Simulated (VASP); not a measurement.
# Titanium under strain, part 3 of 4

How does the pressure of Titanium answer to a change of volume? The bands are shown for each cell. All runs use PBEsol. This is not the structure that Ti takes at ambient conditions. The start is a cell from a database of measured crystal structures.

VASP 6.6.1; PBEsol; plane waves and PAW (Ti_sv).

Still holding for the runs below: The k-mesh is coarse for a metal.

So far, pressure (GPa): step 2 (reference run) -7.65; step 3 (bands, cell as listed) -7.66; step 4 (bands, volume times 1.04) -11.0; step 5 (bands, volume times 1.08) -13.5.

**6. Bands, sheared, principal strains -2.0, +0.4, +1.7 %**

The cell is sheared at fixed volume, which lowers its symmetry.

Contents of INCAR:

```
SYSTEM = Ti
PREC = Accurate
ENCUT = 400
EDIFF = 1E-06
NELM = 100
ISMEAR = -1
SIGMA = 0.05
LREAL = .FALSE.
ALGO = Normal
GGA = PS
NBANDS = 17
LASPH = .TRUE.
LORBIT = 11
LWAVE = .FALSE.
LCHARG = .FALSE.
KPAR = 2
```

Contents of POSCAR:

```
Ti
1.0
   -1.5951800000      1.6417720000      1.6355890000
    1.6316270000     -1.6549660000      1.6852310000
    1.5965840000      1.6563700000     -1.6487840000
Ti
1
Direct
    0.0000000000      0.0000000000      0.0000000000
```

Contents of KPOINTS:

```
Automatic mesh
0
Gamma
8 8 8
0 0 0
```

Contents of KPOINTS_OPT:

```
Line mode
16
Line-mode
Reciprocal
  0.00000000   0.50000000  -0.50000000 X
  0.00000000   0.00000000   0.00000000 GAMMA

  0.00000000   0.00000000   0.00000000 GAMMA
  0.50000000  -0.50000000   0.00000000 Y

  0.50000000   0.00000000  -0.50000000 L
  0.00000000   0.00000000   0.00000000 GAMMA

  0.00000000   0.00000000   0.00000000 GAMMA
 -0.50000000   0.00000000   0.00000000 Z

 -0.50000000   0.50000000  -0.50000000 N
  0.00000000   0.00000000   0.00000000 GAMMA

  0.00000000   0.00000000   0.00000000 GAMMA
  0.00000000  -0.50000000   0.00000000 M

  0.00000000   0.00000000  -0.50000000 R
  0.00000000   0.00000000   0.00000000 GAMMA
```

Potentials, in the order of the species: Ti_sv (PBE family, release 64).

Run with:

```sh
$ mpirun -np 2 vasp_std
```

The log of the run:

```text
[... set-up lines as in an earlier step ...]
 entering main loop
       N       E                     dE             d eps       ncg     rms          rms(c)
DAV:   1     0.794395180275E+02    0.79440E+02   -0.49600E+03  8984   0.713E+02
DAV:   2    -0.593532505564E+01   -0.85375E+02   -0.81556E+02  9364   0.210E+02
DAV:   3    -0.937587524977E+01   -0.34406E+01   -0.34135E+01 10164   0.452E+01
DAV:   4    -0.943016931310E+01   -0.54294E-01   -0.54259E-01 10088   0.537E+00
DAV:   5    -0.943100199473E+01   -0.83268E-03   -0.83263E-03 10138   0.582E-01    0.854E+00
DAV:   6    -0.821126963979E+01    0.12197E+01   -0.14768E+00  9206   0.167E+01    0.192E+00
DAV:   7    -0.820758424688E+01    0.36854E-02   -0.88208E-02 11046   0.198E+00    0.130E+00
DAV:   8    -0.821503981810E+01   -0.74556E-02   -0.47938E-02  9019   0.212E+00    0.291E-01
DAV:   9    -0.821378675707E+01    0.12531E-02   -0.33800E-03  9872   0.655E-01    0.966E-02
DAV:  10    -0.821393071769E+01   -0.14396E-03   -0.22842E-04  9626   0.107E-01    0.175E-02
DAV:  11    -0.821393105498E+01   -0.33729E-06   -0.12427E-05 10151   0.220E-02    0.662E-03
DAV:  12    -0.821393089241E+01    0.16257E-06   -0.31324E-07  7050   0.444E-03
   1 F= -.82139309E+01 E0= -.82041700E+01  d E =-.195218E-01
 Start KPOINTS_OPT (optional k-point list driver)
k-point batch [1-112\112]
       N       E                     dE             ncg
DAV:   1    -0.118998714967E+05   -0.41179E+05     3888
DAV:   2    -0.220424148390E+05   -0.10143E+05     4004
DAV:   3    -0.225067169392E+05   -0.46430E+03     4643
DAV:   4    -0.225153504541E+05   -0.86335E+01     4210
DAV:   5    -0.225155254218E+05   -0.17497E+00     4429
DAV:   6    -0.225155303456E+05   -0.49238E-02     4306
DAV:   7    -0.225155305197E+05   -0.17409E-03     4370
DAV:   8    -0.225155305261E+05   -0.63446E-05     3241
DAV:   9    -0.225155305263E+05   -0.27877E-06     2298
```

Wall time 14 s (2 MPI ranks of AMD EPYC 9R45, shared host); peak memory 0.3 GiB; 28 s of CPU time.

Parts of OUTCAR (step 6):

```text
   k-points           NKPTS =    260   k-points in BZ     NKDIM =    260   number of bands    NBANDS=     17

   ENCUT  =  400.0 eV  29.40 Ry    5.42 a.u.   4.59  4.68  4.62*2*pi/ulx,y,z

   NELECT =      12.0000    total number of electrons

 E-fermi :   7.7824

 k-point     1 :       0.0000    0.0000    0.0000
  band No.  band energies     occupation
      1     -48.5364      2.00000
      2     -24.5306      2.00000
      3     -24.5156      2.00000
      4     -24.4978      2.00000
      5       1.8914      2.00000
      6       8.5889      0.00000
      7       8.7754      0.00000
      8       8.8959      0.00000
      9      10.3849      0.00000
     10      10.5949      0.00000
    ...

  Total       -0.8797496     -0.8352021     -0.8199535     -0.0047970      0.0407916     -0.1216793
  in kB      -79.7413993    -75.7035746    -74.3214250     -0.4348033      3.6973934    -11.0291333
  external PRESSURE =     -76.5887996 kB  Pullay stress =       0.0000000 kB

 POSITION                                       TOTAL-FORCE (eV/Angst)
 -----------------------------------------------------------------------------------
      0.00000      0.00000      0.00000         0.000000      0.000000     -0.000000
 -----------------------------------------------------------------------------------
    total drift:                               -0.000000      0.000000      0.000000

  FREE ENERGIE OF THE ION-ELECTRON SYSTEM (eV)
  ---------------------------------------------------
  free  energy   TOTEN  =        -8.2139308924 eV

  energy  without entropy=       -8.1944090510  energy(sigma->0) =       -8.20416997

[... 2 parts as in an earlier step ...]

[... 13 further parts left out ...]
```

The path and its labels are those of the sheared lattice, so a letter need not mean the same point as in the unstrained cell.

This step gave:

| Property | Result |
| --- | --- |
| irreducible k-points | 260 |
| symmetry operations | 2 |
| free energy (TOTEN) | -8.214 eV |
| energy at zero smearing | -8.204 eV |
| Fermi energy | 7.782 eV |
| pressure | -7.659 GPa |

Electronic bands along the path, in eV, zero at the Fermi level; # counts the bands kept, so #1 is VASP's band 5:

```csv
point,#1,#2,#3,#4,#5
X,-2.42,-0.26,0.93,2.58,3.01
0.53 of the way,-4.28,0.38,0.44,2.25,2.32
Γ,-5.89,0.81,0.99,1.11,2.60
0.47 of the way,-4.22,0.25,0.56,2.17,2.48
Y,-2.41,-0.48,1.19,2.76,3.09
jump to L,-2.40,-0.39,1.29,2.63,3.01
0.47 of the way,-3.78,0.21,0.48,2.39,2.47
Γ,-5.89,0.81,0.99,1.11,2.60
0.47 of the way,-4.26,0.43,0.49,2.21,2.25
Z,-2.40,-0.23,1.04,2.53,2.95
jump to N,-2.08,-2.01,3.75,3.85,3.97
0.53 of the way,-2.94,0.29,1.10,1.29,2.18
Γ,-5.89,0.81,0.99,1.11,2.60
0.47 of the way,-4.27,0.21,0.46,2.24,2.53
M,-2.42,-0.46,0.98,2.76,3.15
jump to R,-2.41,-0.48,1.17,2.76,3.10
0.53 of the way,-4.23,0.24,0.56,2.17,2.49
Γ,-5.89,0.81,0.99,1.11,2.60
```

The electronic bands as a text plot (rows in eV, shown from -5.9 to 2.7 only):

```
    2.5 |**** ********  **** *****  ****    *   *******     *****
    2.2 |    *              *     **      *    *     *       *
    1.8 |    *     *        *     *       ** **     *
    1.4 |     *   *          *   *         ** *    *          *
    1.1 |      ****    **    ****      *     *******     *     **
    0.7 |*   *******  *  *  *******   *      ********   * *  ****
    0.4 | ****     ***    ***      ***              ****   ****
    0.0 | **        **    *         **                *     *
   -0.3 |*            ****            **    *          *****
   -0.7 |                                  *
   -1.1 |                                 *
   -1.4 |
   -1.8 |                               ***
   -2.1 |                                  *
   -2.5 |**           ****            **    *           ***
   -2.9 |                 *          *                 *   *
   -3.2 |  *         *
   -3.6 |                           *        *        *     *
   -3.9 |   *       *      *
   -4.3 |                          *          *      *       *
   -4.6 |    *     *        *     *
   -5.0 |                                           *         *
   -5.4 |     *   *          *   *             *
   -5.7 |      ***            ***               ****           **
         X      Γ      Y|L     Γ      Z|N        Γ      M|R     Γ
```

 The pressure is -7.66 GPa, and the symmetry operations fall from 48 to 2.

**7. Bands, volume times 0.96**

The cell is compressed evenly, with fractional positions held.

INCAR is that of step 6.

Contents of POSCAR:

```
Ti
1.0
   -1.6188216056      1.6188216056      1.6188216056
    1.6188216056     -1.6188216056      1.6188216056
    1.6188216056      1.6188216056     -1.6188216056
Ti
1
Direct
    0.0000000000      0.0000000000      0.0000000000
```

KPOINTS is that of step 6.

Contents of KPOINTS_OPT:

```
Line mode
16
Line-mode
Reciprocal
  0.00000000   0.00000000   0.00000000 GAMMA
  0.50000000  -0.50000000   0.50000000 H

  0.50000000  -0.50000000   0.50000000 H
  0.00000000   0.00000000   0.50000000 N

  0.00000000   0.00000000   0.50000000 N
  0.00000000   0.00000000   0.00000000 GAMMA

  0.00000000   0.00000000   0.00000000 GAMMA
  0.25000000   0.25000000   0.25000000 P

  0.25000000   0.25000000   0.25000000 P
  0.50000000  -0.50000000   0.50000000 H

  0.25000000   0.25000000   0.25000000 P
  0.00000000   0.00000000   0.50000000 N
```

Run with:

```sh
$ mpirun -np 2 vasp_std
```

The log of the run:

```text
[... set-up lines as in an earlier step ...]
 entering main loop
       N       E                     dE             d eps       ncg     rms          rms(c)
DAV:   1     0.773917389096E+02    0.77392E+02   -0.50131E+03  1018   0.724E+02
DAV:   2    -0.615048447503E+01   -0.83542E+02   -0.80038E+02  1040   0.207E+02
DAV:   3    -0.932360913187E+01   -0.31731E+01   -0.31493E+01  1180   0.436E+01
DAV:   4    -0.936810606411E+01   -0.44497E-01   -0.44474E-01  1108   0.483E+00
DAV:   5    -0.936868805947E+01   -0.58200E-03   -0.58198E-03  1146   0.493E-01    0.883E+00
DAV:   6    -0.823337316823E+01    0.11353E+01   -0.12666E+00  1049   0.162E+01    0.208E+00
DAV:   7    -0.822876503780E+01    0.46081E-02   -0.87660E-02  1242   0.215E+00    0.133E+00
DAV:   8    -0.823765030348E+01   -0.88853E-02   -0.49827E-02  1003   0.208E+00    0.283E-01
DAV:   9    -0.823649088365E+01    0.11594E-02   -0.32559E-03  1146   0.597E-01    0.971E-02
DAV:  10    -0.823665504761E+01   -0.16416E-03   -0.23499E-04  1053   0.956E-02    0.176E-02
DAV:  11    -0.823665508568E+01   -0.38076E-07   -0.11017E-05  1197   0.201E-02    0.773E-03
DAV:  12    -0.823665533655E+01   -0.25087E-06   -0.15010E-06  1242   0.889E-03
   1 F= -.82366553E+01 E0= -.82275359E+01  d E =-.182389E-01
 Start KPOINTS_OPT (optional k-point list driver)
k-point batch [1-29\96]
       N       E                     dE             ncg
DAV:   1    -0.374198126949E+04   -0.16040E+05     1034
DAV:   2    -0.616227873586E+04   -0.24203E+04     1078
DAV:   3    -0.625495212435E+04   -0.92673E+02     1142
DAV:   4    -0.625630593365E+04   -0.13538E+01     1093
DAV:   5    -0.625633037640E+04   -0.24443E-01     1141
DAV:   6    -0.625633104093E+04   -0.66453E-03     1122
DAV:   7    -0.625633106197E+04   -0.21039E-04     1027
DAV:   8    -0.625633106269E+04   -0.71879E-06      798
[...]
k-point batch [88-96\96]
       N       E                     dE             ncg
DAV:   1     0.931482177486E+04   -0.54099E+04      306
DAV:   2     0.855764141482E+04   -0.75718E+03      316
DAV:   3     0.852890550867E+04   -0.28736E+02      375
DAV:   4     0.852851576243E+04   -0.38975E+00      331
DAV:   5     0.852851255726E+04   -0.32052E-02      334
DAV:   6     0.852851251542E+04   -0.41831E-04      347
DAV:   7     0.852851251475E+04   -0.67664E-06      331
```

The job ended after 4.8 s (2 MPI ranks; peak memory 0.19 GiB).

Parts of OUTCAR (step 7):

```text
   ENCUT  =  400.0 eV  29.40 Ry    5.42 a.u.   4.57  4.57  4.57*2*pi/ulx,y,z

   NELECT =      12.0000    total number of electrons

 E-fermi :   8.1976

 k-point     1 :       0.0000    0.0000    0.0000
  band No.  band energies     occupation
      1     -48.0387      2.00000
      2     -23.9686      2.00000
      3     -23.9686      2.00000
      4     -23.9686      2.00000
      5       2.2251      2.00000
      6       9.2088      0.00000
      7       9.2088      0.00000
      8       9.2088      0.00000
      9      11.0336      0.00000
     10      11.0336      0.00000
    ...

  Total       -0.3922421     -0.3922421     -0.3922421     -0.0000000      0.0000000      0.0000000
  in kB      -37.0346155    -37.0346155    -37.0346155     -0.0000000      0.0000000      0.0000000
  external PRESSURE =     -37.0346155 kB  Pullay stress =       0.0000000 kB

 POSITION                                       TOTAL-FORCE (eV/Angst)
 -----------------------------------------------------------------------------------
      0.00000      0.00000      0.00000        -0.000000      0.000000     -0.000000
 -----------------------------------------------------------------------------------
    total drift:                                0.000000     -0.000000      0.000000

  FREE ENERGIE OF THE ION-ELECTRON SYSTEM (eV)
  ---------------------------------------------------
  free  energy   TOTEN  =        -8.2366553366 eV

  energy  without entropy=       -8.2184163922  energy(sigma->0) =       -8.22753586

[... 4 parts as in an earlier step ...]

[... 12 further parts left out ...]
```

This step gave:

| Item | Value |
| --- | --- |
| irreducible k-points | 29 |
| symmetry operations | 48 |
| free energy (TOTEN) | -8.237 eV |
| energy at zero smearing | -8.228 eV |
| Fermi energy | 8.198 eV |
| pressure | -3.703 GPa |

The electronic bands at the labelled points (eV, zero at the Fermi level; # counts the bands kept, so #1 is VASP's band 5):

```csv
point,#1,#2,#3,#4,#5,#6
Γ,-5.97,1.01,1.01,1.01,2.84,2.84
0.53 of the way,-2.35,-0.22,1.45,1.45,2.59,3.84
H,-2.18,-2.18,4.06,4.06,4.06,8.55
0.47 of the way,-1.58,-1.19,1.47,2.01,4.22,6.54
N,-2.50,-0.42,1.23,2.83,3.19,4.43
0.47 of the way,-3.85,0.17,0.41,2.56,2.65,2.96
Γ,-5.97,1.01,1.01,1.01,2.84,2.84
0.47 of the way,-3.50,-0.01,-0.01,2.82,2.82,3.29
P,-0.61,-0.61,-0.61,3.25,3.25,9.32
0.53 of the way,-1.00,-1.00,-0.01,3.15,3.15,8.33
H,-2.18,-2.18,4.06,4.06,4.06,8.55
jump to P,-0.61,-0.61,-0.61,3.25,3.25,9.32
0.47 of the way,-1.55,-0.64,0.16,3.05,3.22,6.39
N,-2.50,-0.42,1.23,2.83,3.19,4.43
```

The electronic bands as a text plot (rows in eV, shown from -6.0 to 2.7 only):

```
    2.5 | *    * *          *   *****
    2.2 |  *  *         * **             *
    1.8 |   **  *       **        **                    *
    1.4 |   *  *                        *
    1.1 |******          *   **     ****               *        *
    0.7 |    *              *  *  ***   *             *        *
    0.4 |     *           *     ***      **                   *
    0.0 |                  *    **                           *
   -0.4 |      *          * ****           **     ** *      *  **
   -0.7 |       *        *                   *****  **     ****
   -1.1 |                                    *    **  *     *
   -1.4 |        *      **                             *     *
   -1.8 |       ***   *** *                             *     *
   -2.2 |          ****    *                *            **    *
   -2.5 |      *            ****                                *
   -2.9 |     *                            *
   -3.3 |                       *
   -3.6 |    *
   -4.0 |                        *        *
   -4.3 |
   -4.7 |   *                     *      *
   -5.1 |                          *
   -5.4 |  *                            *
   -5.8 |**                         ****
         Γ           H       N        Γ         P        H|P    N
```

 The pressure is -3.70 GPa.

Of the bands kept, 2 cross the Fermi level on this path.

(Continued in part 4 of 4.)

[Lines on the potential files, build, host, timing and source positions are cut from VASP's logs without a mark.]

[Logs are printed without paths, hosts, clocks, repeated set-up lines and the standing remarks that a program may print on its own settings, such as how far it seeks lower states.]

[Hosts, paths, dates, database ids (printed as entryN), source tags and the programs' standing remarks are cut or masked in the printed files.]

[A measured line is paired with the nearest computed mode of its activity, which favours agreement.]
